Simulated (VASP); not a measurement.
Runs of VASP 6.6.1 on Bi. Symmetry: R-3m, No. 166, trigonal system. Conventional cell: a = 4.535 Å, b = 4.535 Å, c = 11.814 Å, α = 90.00°, β = 90.00°, γ = 120.00°. Bi (site symmetry 3m) has 6 Bi at 3.06 to 3.52 Å as nearest neighbours. 

```tsv
level	potentials or basis	gap on the mesh (eV)	pressure (GPa)	relaxed volume (Å³/atom)	largest force (eV/Å)
PBE+D3(BJ)	VASP PAW PBE potentials, release 64 (Bi_d)	none	0.0	34.55	0.01
LDA	VASP PAW LDA potentials, release 64 (Bi_d)	none	0.0	33.58	-
PBE	VASP PAW PBE potentials, release 64 (Bi_d)	none	0.0	(a)	-
PBEsol	VASP PAW PBE potentials, release 64 (Bi_d)	none	0.0	34.39	0.01
```

Alike in all rows: task relaxation of cell and atoms; no spin polarisation; cell relaxed; k mesh 12 × 12 × 12; cutoff (eV) 600; smearing methfessel-paxton 0.1 eV.

Q: Estimate the missing entries.

A: (a) 36.81.

Caveats: spin-orbit coupling is left out, which moves the levels of the heavy elements; pairwise dispersion overbinds metals, which lowers pressure and volume (some runs); the PAW data sets were made with another functional, which shifts forces and pressure a little (some runs).

A k mesh can miss the band edges, and the runs leave out spin-orbit coupling on Bi.

A gap of «none» marks a metal or a gap under the smearing width.

Not every run made on this cell is shown here.
